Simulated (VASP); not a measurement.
# GW on LiCl: a test of the settings

Aim: test the GW correction to the gap of LiCl. The starting structure is a measured crystal structure from the Crystallography Open Database. Cell and atoms stay as given.

Program: VASP 6.6.1. Level of theory: GW on LDA orbitals, with plane waves and PAW data sets made for GW. Results are calculated unless marked as measured.

## Step 1: The structure

It takes space group Fm-3m (No. 225, cubic). The conventional cell has a = 5.143 Å, b = 5.143 Å, c = 5.143 Å, α = 90.00°, β = 90.00°, γ = 90.00°. Nearest to Cl lie 6 Li at 2.57 Å. Nearest to Li lie 6 Cl at 2.57 Å. Farther neighbours and most contacts between anions are not listed.

Coordinates:

```cif
data_structure
_symmetry_space_group_name_H-M 'Fm-3m'
_symmetry_Int_Tables_number 225
_cell_length_a 5.1430
_cell_length_b 5.1430
_cell_length_c 5.1430
_cell_angle_alpha 90.000
_cell_angle_beta 90.000
_cell_angle_gamma 90.000
_cell_volume 136.03
loop_
_atom_site_label
_atom_site_type_symbol
_atom_site_symmetry_multiplicity
_atom_site_Wyckoff_symbol
_atom_site_fract_x
_atom_site_fract_y
_atom_site_fract_z
_atom_site_occupancy
Cl1 Cl 4 b 0.50000 0.00000 0.00000 1
Li1 Li 4 a 0.00000 0.00000 0.00000 1
```

## Step 2: G0W0 (response cutoff 100 eV, 4×4×4 mesh)

It reads the orbitals and their derivatives (WAVECAR and WAVEDER) of a run with the empty bands, which follows a ground-state run; neither is shown.

Contents of INCAR:

```
SYSTEM = LiCl
PREC = Accurate
ENCUT = 300
ISMEAR = 0
SIGMA = 0.01
LREAL = .FALSE.
GGA = CA
NBANDS = 80
ALGO = EVGW0
NELMGW = 1
ENCUTGW = 100
NOMEGA = 40
PRECFOCK = Fast
NBANDSGW = 12
LWAVE = .FALSE.
LCHARG = .FALSE.
```

Contents of POSCAR:

```
LiCl
1.0
    0.0000000000      2.5715000000      2.5715000000
    2.5715000000      0.0000000000      2.5715000000
    2.5715000000      2.5715000000      0.0000000000
Cl Li
1 1
Direct
    0.5000000000      0.5000000000      0.5000000000
    0.0000000000      0.0000000000      0.0000000000
```

Contents of KPOINTS:

```
Automatic mesh
0
Gamma
4 4 4
0 0 0
```

PAW data sets: Cl_GW and Li_GW (LDA family, release 64).

The run is started by

```
$ mpirun -np 4 vasp_std
```

Output:

```text
[banner, memory and clock lines left out]
running    4 mpi-ranks, on    1 nodes
 distrk:  each k-point on    4 cores,    1 groups
 distr:  one band on    1 cores,    4 groups

 POSCAR found type information on POSCAR ClLi
 POSCAR found :  2 types and       2 ions
|                                                                             |
|           W    W    AA    RRRRR   N    N  II  N    N   GGGG   !!!           |
|           W    W   A  A   R    R  NN   N  II  NN   N  G    G  !!!           |
|           W    W  A    A  R    R  N N  N  II  N N  N  G       !!!           |
|           W WW W  AAAAAA  RRRRR   N  N N  II  N  N N  G  GGG   !            |
|           WW  WW  A    A  R   R   N   NN  II  N   NN  G    G                |
|           W    W  A    A  R    R  N    N  II  N    N   GGGG   !!!           |
|                                                                             |
|     The default for ENCUTGWSOFT is different in this version of VASP.       |
|     please manually set ENCUTGWSOFT =100 in the INCAR file.                 |
|                                                                             |

 LDA part: xc-table for (Slater(with rela. corr.)+CA(PZ))
 , standard interpolation
 found WAVECAR, reading the header
 POSCAR, INCAR and KPOINTS ok, starting setup
 FFT: planning ... GRIDC
 FFT: planning ... GRID_SOFT
 FFT: planning ... GRID
 reading WAVECAR
 the WAVECAR file was read successfully
 initial charge from wavefunction
 available memory per node:    174.72 GB, setting MAXMEM to    178914

 The Fermi energy was updated, please check that it is located mid-gap
 values below the HOMO (VB) or above the LUMO (CB) will cause erroneous energies
 E-fermi :   2.6996

 calculate exact exchange contribution
 the WAVEDER file was read successfully
energies w=
    0.000    0.000    0.924    0.000    1.843    0.000    2.751    0.000
    3.645    0.000    4.521    0.000    5.379    0.000    6.217    0.000
    7.038    0.000    7.841    0.000    8.630    0.000    9.408    0.000
   10.179    0.000   10.946    0.000   11.713    0.000   12.486    0.000
   13.270    0.000   14.071    0.000   14.894    0.000   15.747    0.000
   16.640    0.000   17.581    0.000   18.583    0.000   19.661    0.000
   20.830    0.000   22.115    0.000   23.544    0.000   25.153    0.000
   26.992    0.000   29.126    0.000   31.648    0.000   34.690    0.000
   38.447    0.000   43.221    0.000   49.501    0.000   58.144    0.000
   70.779    0.000   90.955    0.000  128.127    0.000  218.718    0.000
 responsefunction array rank=      84
 LDA part: xc-table for (Slater(with rela. corr.)+CA(PZ))
 , standard interpolation

 min. memory requirement per mpi rank     61.5 MB, per node    246.2 MB

 allocating  10 responsefunctions rank=    84
 shmem allocating  40 responsefunctions rank=    84
 response function shared by NCSHMEM nodes    1
 Doing           10  frequencies on each core in blocks of           40
NQ=   1    0.0000    0.0000    0.0000,
|.........|.........|.........|.........|.........|.........|.........|.........
 performed         54000 updates of chi_q(r,r)
 total number of BLAS operations          1.83 Gflops
NQ=   2    0.2500    0.0000    0.0000,
|.........|.........|.........|.........|.........|.........|.........|.........
 performed        177000 updates of chi_q(r,r)
 total number of BLAS operations          7.24 Gflops
NQ=   3    0.5000    0.0000    0.0000,
|.........|.........|.........|.........|.........|.........|.........|.........
 performed        265000 updates of chi_q(r,r)
 total number of BLAS operations         11.34 Gflops
NQ=   4    0.2500    0.2500    0.0000,
|.........|.........|.........|.........|.........|.........|.........|.........
 performed        374000 updates of chi_q(r,r)
 total number of BLAS operations         16.43 Gflops
NQ=   5    0.5000    0.2500    0.0000,
|.........|.........|.........|.........|.........|.........|.........|.........
 performed        528000 updates of chi_q(r,r)
 total number of BLAS operations         23.74 Gflops
NQ=   6   -0.2500    0.2500    0.0000,
|.........|.........|.........|.........|.........|.........|.........|.........
 performed        662000 updates of chi_q(r,r)
 total number of BLAS operations         30.47 Gflops
NQ=   7    0.5000    0.5000    0.0000,
|.........|.........|.........|.........|.........|.........|.........|.........
 performed        743000 updates of chi_q(r,r)
 total number of BLAS operations         34.63 Gflops
NQ=   8   -0.2500    0.5000    0.2500,
|.........|.........|.........|.........|.........|.........|.........|.........
 performed        854000 updates of chi_q(r,r)
 total number of BLAS operations         40.94 Gflops
 resolving degeneracies of screened two electron integrals

 calculate QP shifts <psi_nk| G(iteration)W_0 |psi_nk>: iteration 1
 entering main loop
```

Elapsed: 17 s, on 4 MPI ranks of AMD EPYC 7R43, shared host; peak memory 0.37 GiB; 65 s of CPU time.

Lines that name or quote the potential files are left out of all logs, and their timing lines are given in words.

OUTCAR, selected parts (step 2):

```text
ion  position               nearest neighbor table
   1  0.500  0.500  0.500-   2 2.57   2 2.57   2 2.57   2 2.57   2 2.57   2 2.57
   2  0.000  0.000  0.000-   1 2.57   1 2.57   1 2.57   1 2.57   1 2.57   1 2.57

  LATTYP: Found a face centered cubic cell.
 ALAT       =     5.1430000000

 Subroutine GETGRP returns: Found 48 space group operations
 (whereof 48 operations were pure point group operations)

The static configuration has the point symmetry O_h .

 Found      8 irreducible k-points:

   k-points           NKPTS =      8   k-points in BZ     NKDIM =     64   number of bands    NBANDS=     80

   dimension x,y,z NGX =    24 NGY =   24 NGZ =   24
   dimension x,y,z NGXF=    48 NGYF=   48 NGZF=   48

   ENCUT  =  300.0 eV  22.05 Ry    4.70 a.u.   5.14  5.14  5.14*2*pi/ulx,y,z

   NELECT =       8.0000    total number of electrons

  energy-cutoff  :      300.00
  volume of cell :       34.01
      direct lattice vectors                 reciprocal lattice vectors
     0.000000000  2.571500000  2.571500000    -0.194439043  0.194439043  0.194439043
     2.571500000  0.000000000  2.571500000     0.194439043 -0.194439043  0.194439043
     2.571500000  2.571500000  0.000000000     0.194439043  0.194439043 -0.194439043

 k-points in reciprocal lattice and weights: Automatic mesh
   0.00000000  0.00000000  0.00000000       0.016
   0.25000000  0.00000000  0.00000000       0.125
   0.50000000  0.00000000  0.00000000       0.062
   0.25000000  0.25000000  0.00000000       0.094
   0.50000000  0.25000000  0.00000000       0.375
  -0.25000000  0.25000000  0.00000000       0.188
   0.50000000  0.50000000  0.00000000       0.047
  -0.25000000  0.50000000  0.25000000       0.094

 E-fermi :   2.6996

 QP shifts <psi_nk| G(iteration)W_0 |psi_nk>: iteration 1
 for sc-GW calculations column KS-energies equals QP-energies in previous step
 and V_xc(KS)=  KS-energies - (<T + V_ion + V_H > + <T+V_H+V_ion>^1  + <V_x>^1)
 k-point   1 :       0.0000    0.0000    0.0000
  band No.  KS-energies  QP-energies   sigma(KS)   V_xc(KS)     V^pw_x(r,r')   Z            occupation Imag(sigma)
      1     -13.5790     -14.9318     -16.3847     -14.6429     -24.0279       0.7766       2.0000       1.6106
      2      -0.2728      -1.6845     -16.5293     -14.7514     -18.8506       0.7940       2.0000       0.1102
      3      -0.2728      -1.6845     -16.5293     -14.7514     -18.8506       0.7940       2.0000       0.1102
      4      -0.2728      -1.6845     -16.5293     -14.7514     -18.8506       0.7940       2.0000       0.1102
      5       5.6719       6.8692      -7.6246      -9.0688      -4.1739       0.8291       0.0000      -0.0916
      6      11.3393      12.8394      -7.9226      -9.7527      -4.1483       0.8196       0.0000      -0.1143
      7      11.3393      12.8394      -7.9226      -9.7527      -4.1483       0.8196       0.0000      -0.1143
      8      11.3393      12.8394      -7.9226      -9.7527      -4.1483       0.8196       0.0000      -0.1143
    ...

 k-point   2 :       0.2500    0.0000    0.0000
  band No.  KS-energies  QP-energies   sigma(KS)   V_xc(KS)     V^pw_x(r,r')   Z            occupation Imag(sigma)
      1     -13.3039     -14.5565     -16.5043     -14.8666     -24.1599       0.7648       2.0000       1.5577
      2      -1.8938      -3.4836     -15.2494     -13.2227     -17.7505       0.7844       2.0000       0.1215
      3      -0.4076      -1.8440     -16.4689     -14.6605     -18.8073       0.7942       2.0000       0.1103
      4      -0.4076      -1.8440     -16.4689     -14.6605     -18.8073       0.7942       2.0000       0.1103
      5       6.5709       7.8655      -7.5445      -9.1062      -4.0752       0.8290       0.0000      -0.0934
      6      10.0716      11.6705      -7.0976      -9.0386      -3.3809       0.8237       0.0000      -0.1104
      7      10.0716      11.6705      -7.0976      -9.0386      -3.3809       0.8237       0.0000      -0.1104
      8      10.3571      11.7988      -8.2788     -10.0559      -4.4369       0.8113       0.0000      -0.1213
    ...

 k-point   3 :       0.5000    0.0000    0.0000
  band No.  KS-energies  QP-energies   sigma(KS)   V_xc(KS)     V^pw_x(r,r')   Z            occupation Imag(sigma)
      1     -12.9937     -14.1360     -16.6899     -15.1558     -24.3463       0.7446       2.0000       1.4735
      2      -3.1463      -4.8882     -14.5944     -12.3448     -17.3604       0.7743       2.0000       0.1444
      3      -0.5292      -1.9880     -16.4368     -14.5977     -18.7980       0.7932       2.0000       0.1109
      4      -0.5292      -1.9880     -16.4368     -14.5977     -18.7980       0.7932       2.0000       0.1109
      5       6.1144       7.4038      -7.0886      -8.6331      -3.7360       0.8349       0.0000      -0.0885
      6       8.8815      10.4695      -6.9300      -8.8439      -3.3766       0.8297       0.0000      -0.0980
      7       8.8815      10.4695      -6.9300      -8.8439      -3.3766       0.8297       0.0000      -0.0980
      8      12.2991      13.8311      -9.0877     -11.0524      -4.7014       0.7798       0.0000      -0.1827
    ...

 k-point   4 :       0.2500    0.2500    0.0000
  band No.  KS-energies  QP-energies   sigma(KS)   V_xc(KS)     V^pw_x(r,r')   Z            occupation Imag(sigma)
      1     -13.2013     -14.4233     -16.5569     -14.9524     -24.2136       0.7616       2.0000       1.5300
      2      -1.8245      -3.3878     -15.2665     -13.2777     -17.7273       0.7861       2.0000       0.1202
      3      -0.8758      -2.3570     -16.0356     -14.1617     -18.4234       0.7905       2.0000       0.1133
      4      -0.8758      -2.3570     -16.0356     -14.1617     -18.4234       0.7905       2.0000       0.1133
      5       7.9157       9.2668      -8.3683     -10.0208      -4.7581       0.8176       0.0000      -0.1041
      6       8.9502      10.2294      -7.2340      -8.7745      -3.7057       0.8304       0.0000      -0.0986
      7       9.1066      10.6736      -7.1253      -9.0253      -3.4662       0.8247       0.0000      -0.1036
      8      11.8775      13.4803      -7.6320      -9.6172      -3.5871       0.8074       0.0000      -0.1416
    ...

[... 4 further parts left out ...]
```

G0W0 (response cutoff 100 eV, 4×4×4 mesh): the quasiparticle gap on this mesh is 8.554 eV, +2.609 eV from the LDA gap on the same points, with 80 bands.

## Step 3: G0W0 (response cutoff 160 eV, 4×4×4 mesh)

It reads the orbitals and their derivatives (WAVECAR and WAVEDER) of a run with the empty bands, which follows a ground-state run; neither is shown.

Edit INCAR of step 2 so:

```diff
@@ -7,6 +7,6 @@
 GGA = CA
-NBANDS = 80
+NBANDS = 160
 ALGO = EVGW0
 NELMGW = 1
-ENCUTGW = 100
+ENCUTGW = 160
 NOMEGA = 40
```

POSCAR is that of step 2.

KPOINTS is that of step 2.

The run is started by

```
$ mpirun -np 4 vasp_std
```

Output:

```text
[banner, memory and clock lines left out]
running    4 mpi-ranks, on    1 nodes
[...]
|                                                                             |
|           W    W    AA    RRRRR   N    N  II  N    N   GGGG   !!!           |
|           W    W   A  A   R    R  NN   N  II  NN   N  G    G  !!!           |
|           W    W  A    A  R    R  N N  N  II  N N  N  G       !!!           |
|           W WW W  AAAAAA  RRRRR   N  N N  II  N  N N  G  GGG   !            |
|           WW  WW  A    A  R   R   N   NN  II  N   NN  G    G                |
|           W    W  A    A  R    R  N    N  II  N    N   GGGG   !!!           |
|                                                                             |
|     The default for ENCUTGWSOFT is different in this version of VASP.       |
|     please manually set ENCUTGWSOFT =160 in the INCAR file.                 |
|                                                                             |

 LDA part: xc-table for (Slater(with rela. corr.)+CA(PZ))
[...]
total number of BLAS operations        105.05 Gflops
NQ=   4    0.2500    0.2500    0.0000,
|.........|.........|.........|.........|.........|.........|.........|.........
 performed        758000 updates of chi_q(r,r)
 total number of BLAS operations        144.47 Gflops
NQ=   5    0.5000    0.2500    0.0000,
|.........|.........|.........|.........|.........|.........|.........|.........
 performed       1068000 updates of chi_q(r,r)
 total number of BLAS operations        203.33 Gflops
NQ=   6   -0.2500    0.2500    0.0000,
|.........|.........|.........|.........|.........|.........|.........|.........
 performed       1339000 updates of chi_q(r,r)
 total number of BLAS operations        256.26 Gflops
NQ=   7    0.5000    0.5000    0.0000,
|.........|.........|.........|.........|.........|.........|.........|.........
 performed       1503000 updates of chi_q(r,r)
 total number of BLAS operations        285.85 Gflops
NQ=   8   -0.2500    0.5000    0.2500,
|.........|.........|.........|.........|.........|.........|.........|.........
 performed       1728000 updates of chi_q(r,r)
 total number of BLAS operations        329.81 Gflops
 resolving degeneracies of screened two electron integrals

 calculate QP shifts <psi_nk| G(iteration)W_0 |psi_nk>: iteration 1
 entering main loop
[key lines of the parts left out:]
E-fermi :   2.6996
```

It took 33 s on 4 MPI ranks; peak memory 0.5 GiB.

From OUTCAR (step 3):

```text
 QP shifts <psi_nk| G(iteration)W_0 |psi_nk>: iteration 1
 for sc-GW calculations column KS-energies equals QP-energies in previous step
 and V_xc(KS)=  KS-energies - (<T + V_ion + V_H > + <T+V_H+V_ion>^1  + <V_x>^1)
 k-point   1 :       0.0000    0.0000    0.0000
  band No.  KS-energies  QP-energies   sigma(KS)   V_xc(KS)     V^pw_x(r,r')   Z            occupation Imag(sigma)
      1     -13.5790     -15.1978     -16.7343     -14.6429     -24.0279       0.7740       2.0000       1.6084
      2      -0.2728      -1.9224     -16.8350     -14.7514     -18.8506       0.7917       2.0000       0.1123
      3      -0.2728      -1.9224     -16.8350     -14.7514     -18.8506       0.7917       2.0000       0.1123
      4      -0.2728      -1.9224     -16.8350     -14.7514     -18.8506       0.7917       2.0000       0.1123
      5       5.6719       6.7835      -7.7265      -9.0688      -4.1739       0.8282       0.0000      -0.0878
      6      11.3393      12.7281      -8.0551      -9.7527      -4.1483       0.8180       0.0000      -0.1041
      7      11.3393      12.7281      -8.0551      -9.7527      -4.1483       0.8180       0.0000      -0.1041
      8      11.3393      12.7281      -8.0551      -9.7527      -4.1483       0.8180       0.0000      -0.1041
    ...

[... 1 part as in an earlier step ...]

[... 2 further parts left out ...]
[key lines of the parts left out:]
E-fermi :   2.6996
```

G0W0 (response cutoff 160 eV, 4×4×4 mesh): the quasiparticle gap on this mesh is 8.706 eV, +2.761 eV from the LDA gap on the same points, with 160 bands.

(Continued in part 2 of 2.)

[Lines on the potential files, build, host, timing and source positions are cut from VASP's logs without a mark.]

[Logs are printed without paths, hosts, clocks, repeated set-up lines and the standing remarks that a program may print on its own settings, such as how far it seeks lower states.]

[Hosts, paths, dates, database ids (printed as entryN), source tags and the programs' standing remarks are cut or masked in the printed files.]
